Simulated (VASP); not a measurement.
```xyz
3
Lattice="2.1980 -3.8071 0.0000 2.1980 3.8071 0.0000 0.0000 0.0000 5.8584" Properties=species:S:1:pos:R:3 pbc="T T T"
Te     2.8160    -2.7367     3.9056
Te     3.1601     0.0000     0.0000
Te     2.8160     2.7367     1.9528
```

Level of theory: MS2 meta-GGA, VASP's PBE PAW potentials (set 64) (plane waves; VASP 6.6.1). Run with 520 eV cut-off, 5×5×4 Γ-centred mesh, Gaussian smearing of 0.050 eV, potentials Te.

Problem. The ions, cell shape and volume are relaxed. Give the cell that the relaxation ends in.

Solution. 
```xyz
3
Lattice="2.1769 -3.7705 0.0000 2.1769 3.7705 0.0000 0.0000 0.0000 5.9767" Properties=species:S:1:pos:R:3 pbc="T T T"
Te     2.7725    -2.7390     3.9845
Te     3.1627     0.0000     0.0000
Te     2.7725     2.7390     1.9922
```
Space group P3_121 (152), at a tolerance of 0.03 Å.

Problem. How do energy and volume change from the first to the last step?

Solution. The energy (σ→0) changes by -4.6 meV/atom and the volume by +0.1 %, in 8 ionic steps.

The compound is Te in the trig structure. This run relaxes it. Symmetry was kept, so distortions that lower it aren't found.
